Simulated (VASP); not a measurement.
# AlCH₄OF: harmonic vibrations of a molecule

AlCH₄OF, molecule in box, 8 atoms in the cell. PBE, harmonic vibrations; PAW potentials C, O, Al, F, H (PBE set).

## Input

INCAR.step1:
```
SYSTEM = AlH4COF
PREC     = Accurate       ! precision mode
ENCUT    = 400            ! plane-wave cutoff, eV
EDIFF    = 1E-8           ! SCF threshold, eV
ISMEAR   = 0              ! smearing method
SIGMA    = 0.01           ! smearing width, eV
ISYM     = 0            
LREAL    = .FALSE.        ! projectors in reciprocal space
LASPH    = .TRUE.         ! aspherical terms in the spheres
NELM     = 100            ! most SCF steps
ALGO     = Normal         ! electronic algorithm
LWAVE    = .FALSE.        ! write WAVECAR
LCHARG   = .FALSE.        ! write CHGCAR
IBRION   = 2              ! ionic algorithm
NSW      = 60             ! ionic steps
ISIF     = 2              ! what is computed and relaxed
EDIFFG   = -0.002         ! ionic threshold
POTIM    = 0.5            ! step
```

INCAR.step2, as INCAR.step1 but for:
```
- IBRION = 2
- NSW = 60
- ISIF = 2
- EDIFFG = -0.002
- POTIM = 0.5
+ IBRION = 5
+ NFREE = 2
+ POTIM = 0.015
+ NSW = 1
```

KPOINTS:
```
k-points
0
Gamma
  1 1 1
```

POSCAR.step1:
```
AlH4COF
1.0
   12.0000000000      0.0000000000      0.0000000000
    0.0000000000     14.0000000000      0.0000000000
    0.0000000000      0.0000000000     12.0000000000
C O Al F H
1 1 1 1 4
Direct
    0.5003416700      0.6152678600      0.5065000000
    0.4866750000      0.5263750000      0.5579000000
    0.4491833300      0.4154750000      0.5228333300
    0.4158333300      0.3908035700      0.3926750000
    0.5863333300      0.6398035700      0.5166666700
    0.4814416700      0.6129964300      0.4172166700
    0.4454416700      0.6679750000      0.5455083300
    0.4457000000      0.3350250000      0.6129916700
```

Commands (each step's output is kept before the next begins):
```
cat potpaw_PBE.64/C/POTCAR potpaw_PBE.64/O/POTCAR potpaw_PBE.64/Al/POTCAR potpaw_PBE.64/F/POTCAR potpaw_PBE.64/H/POTCAR > POTCAR
cp INCAR.step1 INCAR
cp POSCAR.step1 POSCAR
mpirun -np 8 vasp_gam > vasp.out
cp CONTCAR POSCAR
cp INCAR.step2 INCAR
mpirun -np 8 vasp_gam > vasp.out
```

## Result

- Vibrations (cm⁻¹; a negative value is imaginary): 3009, 3004, 2941, 1978, 1455, 1450, 1437, 1178, 1148, 1134, 830, 671, 621, 465, 298, 152, 95, 76
- Zero-point energy (eV): 1.360
- Translations and rotations, which should read zero (cm⁻¹): -14, -9, -6, 1, 15, 28
- Vibrational entropy at 298 K (meV/K): 0.586
- Displaced cells: 48
- Ionic steps, all stages: 81
- Electronic steps, all stages: 1306

VASP 6.6.1 took 1528 s on 8 cores (Intel Xeon Platinum 8488C (Sapphire Rapids)), a shared host.
